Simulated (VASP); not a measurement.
The system is Si2P.

```xyz
3
Lattice="3.9000 0.0000 0.0000 -1.9500 3.3775 0.0000 0.0000 0.0000 3.6500" Properties=species:S:1:pos:R:3 pbc="T T T"
Si    0.0000    2.2517    1.8250
Si    1.9500    1.1258    1.8250
P     0.0000    0.0000    0.0000
```

The cell was built by a generator and needn't be a form met in nature.

```yaml
Program: VASP 6.6.1
Task: relaxation of cell and atoms
Functional: PBE
Potentials_or_basis: VASP PAW PBE potentials, release 64 (Si, P)
Cutoff: 520 eV
k_mesh: 6 × 6 × 6
Occupations: gaussian, width 0.15 eV
Spin: no spin polarisation
```

At the start: pressure 4.1 GPa; volume 16.03 Å³/atom.

Problem. Where does the relaxation end?

Solution. Over 10 steps the energy falls by 81.5 meV/atom and the volume is 15.63 Å³/atom (-2.5 %); space group P6/mmm (No. 191, to 0.05 Å).

Step by step:
```
step  energy change (eV)  largest force (eV/Å)  pressure (GPa)  volume (Å³)
   1              0.0000                0.0000            4.11        48.08
   2             -0.1641                0.0000           -5.07        50.87
   3             -0.1662                0.0000           -4.33        50.56
   4             -0.2363                0.0000           -2.20        48.18
   5             -0.2394                0.0000           -1.61        47.70
   6             -0.2395                0.0000           -1.62        47.58
   7             -0.2390                0.0000           -1.11        47.33
   8             -0.2394                0.0000           -1.33        47.51
   9             -0.2438                0.0000            0.75        46.65
  10             -0.2446                0.0000            0.16        46.89
```

Final structure:
```yaml
crystal:
  lattice:
    - [4.03546, 0.00000, 0.00000]
    - [-2.01773, 3.49481, 0.00000]
    - [0.00000, 0.00000, 3.32449]
  atoms:
    - { symbol: Si, position: [0.33333, 0.66667, 0.50000] }
    - { symbol: Si, position: [0.66667, 0.33333, 0.50000] }
    - { symbol: P, position: [0.00000, 0.00000, 0.00000] }
```
